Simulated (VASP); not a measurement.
Given:

```
CELL_PARAMETERS angstrom
      2.82053     0.00000     0.00000
      0.00000     2.82053     0.00000
      0.00000     0.00000     2.82053
ATOMIC_POSITIONS crystal
  Al 0.50000 0.49114 0.50000
  Co 0.00000 0.00000 0.00000
```

Calculation: r2SCAN meta-GGA, VASP's PBE PAW potentials (set 64) (plane waves; VASP 6.6.1). Run with 480 eV cut-off, 12×12×12 Γ-centred mesh, first-order Methfessel-Paxton smearing of 0.10 eV, potentials Al Co.

Give the force on each atom (eV/Å).

```tsv
atom	Fx	Fy	Fz
Al1	0.000	0.209	0.000
Co2	0.000	-0.209	0.000
```

Give the stress tensor in GPa (positive for a compressed cell).

```
0.28  0.00  0.00
0.00  0.24  0.00
0.00  0.00  0.28
```
The pressure is its mean diagonal, 0.26 GPa.

The compound is CoAl in the CsCl type structure. This cell was strained or had an atom moved on purpose. The run is not spin-polarised, so no magnetic state was tried.
